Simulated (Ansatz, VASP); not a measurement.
LiCaF3 in VASP and in Ansatz

```
Li Ca F
1.0
     3.76124    0.00000    0.00000
     0.00000    3.76124    0.00000
     0.00000    0.00000    3.76124
Li Ca F
1 1 3
Direct
  0.48120 0.48120 0.50000
  0.00000 0.00000 0.00000
  0.00000 0.50000 0.50000
  0.50000 0.50000 0.00000
  0.50000 0.00000 0.50000
```

Alike in both runs: task single point; functional PBE; k mesh 6 × 6 × 6; occupations gaussian, width 0.05 eV; no spin polarisation.

|  | VASP | Ansatz |
| --- | --- | --- |
| version | VASP 6.6.1 | Ansatz 0.2.0 |
| potentials or method | VASP PAW PBE potentials, release 64 (Li_sv, Ca_sv, F) | scalar-relativistic, plane waves, PAW |
| plane-wave cutoff (eV) | 520 | 420 |
| valence electrons in the cell | 34 | 34 |

```tsv
	VASP	Ansatz	Ansatz less VASP
gap on the k mesh at the Fermi level (eV)	6.48	6.48	+0.007
least direct gap on the mesh (eV)	6.58	6.59	+0.006
rms of the force components (eV/Å)	0.193	0.184	-0.0086
```

Atom by atom the forces differ by 0.009 eV/Å (rms over components).

 A k mesh can miss the band edges.
